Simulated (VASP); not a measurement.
# Al2CdPb4 (P-3m1) in VASP: single point with PBE

Aim: the single point of Al2CdPb4 with PBE.

Everything below comes from runs of VASP 6.6.1. Logs are shortened: lines on timing, memory, paths and dates and some standing lists are left out, and cuts for length are marked.

## Step 1: The cell of the first run

Symmetry: P-3m1, No. 164, trigonal system. Conventional cell: a = 3.611 Å, b = 3.611 Å, c = 17.268 Å, α = 90.00°, β = 90.00°, γ = 120.00°. Around Al (site symmetry 3m) lie 6 Pb at 3.08 to 3.09 Å. Cd (site symmetry -3m) is surrounded by 6 Pb at 3.34 Å and 6 Cd at 3.61 Å. Around Pb (site symmetry 3m) lie 3 Al at 3.08 Å and 3 Cd at 3.34 Å. Pb (site symmetry 3m) is surrounded by 3 Al at 3.09 Å.

The cell was built by a generator and needn't be a form met in nature.

## Step 2: Single point, PBE (species swapped into the Ta2AgS4 type (P-3m1, No. 164))

INCAR

```
PREC = Accurate
ENCUT = 520
EDIFF = 1E-7
ISMEAR = 0
SIGMA = 0.1
LREAL = False
LASPH = True
NELM = 100
ALGO = Fast
ISIF = 2
LWAVE = False
LCHARG = False
GGA = PE
NBANDS = 46
```

KPOINTS

```
Automatic mesh
0
Gamma
  12 12 2
```

POSCAR

```
Al2CdPb4
1.0
    3.6111852692      0.0000000000      0.0000000000
   -1.8055926346      3.1273781809      0.0000000000
    0.0000000000      0.0000000000     17.2684751084
Al Cd Pb
2 1 4
Direct
    0.0000000000      0.0000000000      0.2176599868
    0.0000000000      0.0000000000      0.7823400132
    0.0000000000      0.0000000000      0.5000000000
    0.6666666667      0.3333333333      0.3492634636
    0.3333333333      0.6666666667      0.6507365364
    0.3333333333      0.6666666667      0.9140976087
    0.6666666667      0.3333333333      0.0859023913
```

Potentials or basis: VASP PAW PBE potentials, release 64 (Al, Cd, Pb_d).

Command:

```sh
$ cat potpaw_PBE.64/Al/POTCAR potpaw_PBE.64/Cd/POTCAR potpaw_PBE.64/Pb_d/POTCAR > POTCAR
$ mpirun -np 1 vasp_std > vasp.out
```

OUTCAR:

```text
PREC = Accurate
   ENCUT = 520
   EDIFF = 1E-7
   ISMEAR = 0
   LREAL = False
   LASPH = True
   NELM = 100
   ISIF = 2
   GGA = PE

 ion  position               nearest neighbor table
   1  0.000  0.000  0.218-   4 3.08   4 3.08   4 3.08   7 3.09   7 3.09   7 3.09
   2  0.000  0.000  0.782-   5 3.08   5 3.08   5 3.08   6 3.09   6 3.09   6 3.09
   3  0.000  0.000  0.500-   4 3.34   5 3.34   4 3.34   5 3.34   4 3.34   5 3.34
   4  0.667  0.333  0.349-   1 3.08   1 3.08   1 3.08   3 3.34   3 3.34   3 3.34
   5  0.333  0.667  0.651-   2 3.08   2 3.08   2 3.08   3 3.34   3 3.34   3 3.34
   6  0.333  0.667  0.914-   2 3.09   2 3.09   2 3.09   7 3.63   7 3.63   7 3.63
   7  0.667  0.333  0.086-   1 3.09   1 3.09   1 3.09   6 3.63   6 3.63   6 3.63

  LATTYP: Found a hexagonal cell.
 ALAT       =     3.6111852692
 C/A-ratio  =     4.7819410584

  Lattice vectors:

 A1 = (   3.6111852692,   0.0000000000,   0.0000000000)
 A2 = (  -1.8055926346,   3.1273781809,   0.0000000000)
 A3 = (   0.0000000000,   0.0000000000,  17.2684751084)

Analysis of symmetry for initial positions (statically):
=====================================================================
 Subroutine PRICEL returns:
 Original cell was already a primitive cell.

 Routine SETGRP: Setting up the symmetry group for a
 hexagonal supercell.

 Subroutine GETGRP returns: Found 12 space group operations
 (whereof 12 operations were pure point group operations)
 out of a pool of 24 trial point group operations.

The static configuration has the point symmetry D_3d.

Analysis of symmetry for dynamics (positions and initial velocities):
=====================================================================
 Subroutine PRICEL returns:
 Original cell was already a primitive cell.

 Routine SETGRP: Setting up the symmetry group for a
 hexagonal supercell.

 Subroutine GETGRP returns: Found 12 space group operations
 (whereof 12 operations were pure point group operations)
 out of a pool of 24 trial point group operations.

The dynamic configuration has the point symmetry D_3d.

 Subroutine INISYM returns: Found 12 space group operations
 (whereof 12 operations are pure point group operations),
 and found     1 'primitive' translations

----------------------------------------------------------------------------------------

                                     Primitive cell

  volume of cell :     195.0222

  direct lattice vectors                    reciprocal lattice vectors
     3.611185269  0.000000000  0.000000000     0.276917390  0.159878330  0.000000000
    -1.805592635  3.127378181  0.000000000     0.000000000  0.319756659  0.000000000
     0.000000000  0.000000000 17.268475108     0.000000000  0.000000000  0.057908993

  length of vectors
     3.611185269  3.611185269 17.268475108     0.319756659  0.319756659  0.057908993

  position of ions in fractional coordinates (direct lattice)
     0.000000000  0.000000000  0.217659987
     0.000000000  0.000000000  0.782340013
     0.000000000  0.000000000  0.500000000
     0.666666667  0.333333333  0.349263464
     0.333333333  0.666666667  0.650736536
     0.333333333  0.666666667  0.914097609
     0.666666667  0.333333333  0.085902391

  ion indices of the primitive-cell ions
   primitive index   ion index
                 1           1
                 2           2
                 3           3
                 4           4
                 5           5
                 6           6
                 7           7

----------------------------------------------------------------------------------------

 KPOINTS: Automatic mesh

Automatic generation of k-mesh.
 Grid dimensions read from file:
 generate k-points for:   12   12    2

 Generating k-lattice:

  Cartesian coordinates                     Fractional coordinates (reciprocal lattice)
     0.023076449  0.013323194  0.000000000     0.083333333  0.000000000  0.000000000
     0.000000000  0.026646388  0.000000000     0.000000000  0.083333333  0.000000000
     0.000000000  0.000000000  0.028954496     0.000000000  0.000000000  0.500000000

  Length of vectors
     0.026646388  0.026646388  0.028954496

  Shift w.r.t. Gamma in fractional coordinates (k-lattice)
     0.000000000  0.000000000  0.000000000

 Subroutine IBZKPT returns following result:
 ===========================================

 Found     38 irreducible k-points:

 Following reciprocal coordinates:
            Coordinates               Weight
  0.000000  0.000000  0.000000      1.000000
  0.083333 -0.000000  0.000000      6.000000
  0.166667  0.000000  0.000000      6.000000
  0.250000  0.000000  0.000000      6.000000
  0.333333  0.000000  0.000000      6.000000
  0.416667 -0.000000  0.000000      6.000000
[... 16 lines left out ...]
  0.250000  0.000000  0.500000      6.000000
  0.333333  0.000000  0.500000      6.000000
 [... further k-points ...]
   k-points           NKPTS =     38   k-points in BZ     NKDIM =     38   number of bands    NBANDS=     46
   number of dos      NEDOS =    301   number of ions     NIONS =      7
   total plane-waves  NPLWV = 100352
   dimension x,y,z NGX =    28 NGY =   28 NGZ =  128
   dimension x,y,z NGXF=    56 NGYF=   56 NGZF=  256
   ions per type =               2   1   4
   NGX,Y,Z   is equivalent  to a cutoff of  12.89, 12.89, 12.32 a.u.
   NGXF,Y,Z  is equivalent  to a cutoff of  25.78, 25.78, 24.65 a.u.
 SYSTEM =  unknown system
   PREC   = accura    normal or accurate (medium, high low for compatibility)
   ISTART =      0    job   : 0-new  1-cont  2-samecut
   ICHARG =      2    charge: 1-file 2-atom 10-const
   ISPIN  =      1    spin polarized calculation?
   LNONCOLLINEAR =      F non collinear calculations
   LSORBIT =      F    spin-orbit coupling
   LASPH  =      T    aspherical Exc in radial PAW
   ENCUT  =  520.0 eV  38.22 Ry    6.18 a.u.   6.71  6.71 32.11*2*pi/ulx,y,z
   NELM   =    100;   NELMIN=  2; NELMDL= -5     # of ELM steps
   EDIFF  = 0.1E-06   stopping-criterion for ELM
   LREAL  =      F    real-space projection
   EDIFFG = 0.1E-05   stopping-criterion for IOM
   NSW    =      0    number of steps for IOM
   IBRION =     -1    ionic relax: 0-MD 1-quasi-New 2-CG
   NFREE  =      0    steps in history (QN), initial steepest desc. (CG)
   ISIF   =      2    stress and relaxation
   ISYM   =      2    0-nonsym 1-usesym 2-fastsym
   POTIM  = 0.5000    time-step for ionic-motion
   TEBEG  =    0.0;   TEEND  =   0.0 temperature during run
   PSTRESS=    0.0 pullay stress
   NELECT =      74.0000    total number of electrons
   NUPDOWN=      -1.0000    fix difference up-down
   EMIN   =  10.00;   EMAX   =-10.00  energy-range for DOS
   EFERMI =   0.00;   METHOD = LEGACY
   ISMEAR =     0;   SIGMA  =   0.10  broadening in eV -4-tet -1-fermi 0-gaus
   EFERMI_NEDOS =   21; number of points for ismear=-14 and -15
   IALGO  =     68    algorithm
   IMIX   =      4    mixing-type and parameters
     AMIX     =   0.40;   BMIX     =  1.00
     AMIX_MAG =   1.60;   BMIX_MAG =  1.00
  volume/ion in A,a.u.               =      27.86       188.01
  Fermi-wavevector in a.u.,A,eV,Ry     =   1.185197  2.239698 19.112006  1.404693
  Thomas-Fermi vector in A             =   2.321396
   LORBIT       =      0    0 simple, 1 ext, 2 COOP (PROOUT), +10 PAW based schemes
   GGA     = PE    functional components
   LHFCALC =     F    Hartree Fock is set to
   AEXX    =    0.0000 exact exchange contribution
   IVDW    =     0    specifies the selected vdW correction
   LEPSILON=     F    determine dielectric tensor
   LRPA    =     F    only Hartree local field effects (RPA)
 non-spin polarized calculation
 RMM-DIIS sequential band-by-band and
 Gauss-broadening in eV      SIGMA  =   0.10
  energy-cutoff  :      520.00
  volume of cell :      195.02
 maximum number of plane-waves:      5297
 NGX is ok and might be reduce to    28
   NGX = 13   NGY = 13   NGZ = 65

 number of electron      74.0000006 magnetization

 Free energy of the ion-electron system (eV)
  ---------------------------------------------------
  ext. energy  EPLUGINS =         0.00000000
  ---------------------------------------------------
  free energy    TOTEN  =       -21.12304939 eV

  energy without entropy =      -21.11273187  energy(sigma->0) =      -21.11789063

 E-fermi :   5.9282     XC(G=0):  -9.8315

 val. band max:        5.8740529090   @ k =   0.2500   0.0000   0.0000
 cond. band min:       5.9822159448   @ k =   0.3333   0.1667   0.5000
 fundamental gap:      0.1081630358
 Fermi energy:         5.9282067463

 k-point     1 :       0.0000    0.0000    0.0000
  band No.  band energies     occupation
      1     -11.1333      2.00000
      2     -11.1333      2.00000
      3     -11.1328      2.00000
      4     -11.1327      2.00000
      5     -11.1327      2.00000
      6     -11.1284      2.00000
[... 38 lines left out ...]
     45      12.1629      0.00000
     46      12.2014      0.00000

 k-point     2 :       0.0833   -0.0000    0.0000
  band No.  band energies     occupation
      1     -11.1443      2.00000
      2     -11.1345      2.00000
      3     -11.1231      2.00000
      4     -11.1225      2.00000
      5     -11.1196      2.00000
      6     -11.1174      2.00000
[... 38 lines left out ...]
     45      11.4914      0.00000
     46      11.7688      0.00000

 k-point     3 :       0.1667    0.0000    0.0000
  band No.  band energies     occupation
      1     -11.1632      2.00000
      2     -11.1407      2.00000
      3     -11.1280      2.00000
      4     -11.1276      2.00000
      5     -11.1052      2.00000
      6     -11.0939      2.00000
[... 1018 lines left out ...]
     45       9.9201      0.00000
     46      10.5620      0.00000

 k-point    24 :       0.3333    0.0000    0.5000
  band No.  band energies     occupation
      1     -11.2077      2.00000
      2     -11.1661      2.00000
      3     -11.1637      2.00000
      4     -11.1633      2.00000
      5     -11.1188      2.00000
      6     -11.0931      2.00000
[... 38 lines left out ...]
     45       9.3422      0.00000
     46       9.6093      0.00000

 [... further k-points ...]

------------------------ aborting loop because EDIFF is reached ----------------------------------------

  FORCE on cell =-STRESS in cart. coord.  units (eV):
  Direction    XX          YY          ZZ          XY          YZ          ZX
  --------------------------------------------------------------------------------------
  -------------------------------------------------------------------------------------
  Total       -0.0473777     -0.0473777     -0.0169803     -0.0000000     -0.0000000      0.0000000
  in kB       -0.3892246     -0.3892246     -0.1394995     -0.0000000     -0.0000000      0.0000000
  external PRESSURE =      -0.3059829 kB  Pullay stress =       0.0000000 kB

 VOLUME and BASIS-vectors are now :
 -----------------------------------------------------------------------------
  energy-cutoff  :      520.00
  volume of cell :      195.02
      direct lattice vectors                 reciprocal lattice vectors
     3.611185269  0.000000000  0.000000000     0.276917390  0.159878330  0.000000000
    -1.805592635  3.127378181  0.000000000     0.000000000  0.319756659  0.000000000
     0.000000000  0.000000000 17.268475108     0.000000000  0.000000000  0.057908993

 POSITION                                       TOTAL-FORCE (eV/Angst)
 -----------------------------------------------------------------------------------
      0.00000      0.00000      3.75866        -0.000000      0.000000     -0.002392
      0.00000      0.00000     13.50982        -0.000000     -0.000000      0.002392
      0.00000      0.00000      8.63424        -0.000000      0.000000      0.000000
      1.80559      1.04246      6.03125        -0.000000      0.000000     -0.007159
     -0.00000      2.08492     11.23723         0.000000      0.000000      0.007159
     -0.00000      2.08492     15.78507        -0.000000      0.000000     -0.001995
      1.80559      1.04246      1.48340         0.000000     -0.000000      0.001995
 -----------------------------------------------------------------------------------
    total drift:                                0.000000      0.000000      0.000000

  FREE ENERGIE OF THE ION-ELECTRON SYSTEM (eV)
  ---------------------------------------------------
  free  energy   TOTEN  =       -21.1230493879 eV

  energy  without entropy=      -21.1127318696  energy(sigma->0) =      -21.11789063
```

It took 8.6 min on 1 thread of Intel Xeon Platinum 8488C (Sapphire Rapids), shared host; peak memory 0.49 GiB.

Results:

```
Free energy            : -21.1230 eV
Pressure               : 0.0 GPa
Largest force          : 0.007 eV/Å
Band gap on the k mesh : none (metal or under the smearing width)
```

Forces in eV/Å, atoms in the order of the input:
```
Al   0.000  0.000 -0.002
Al   0.000  0.000  0.002
Cd   0.000  0.000  0.000
Pb   0.000  0.000 -0.007
Pb   0.000  0.000  0.007
Pb   0.000  0.000 -0.002
Pb   0.000  0.000  0.002
```

The run has no spin-orbit coupling, so splittings on Pb are missing.
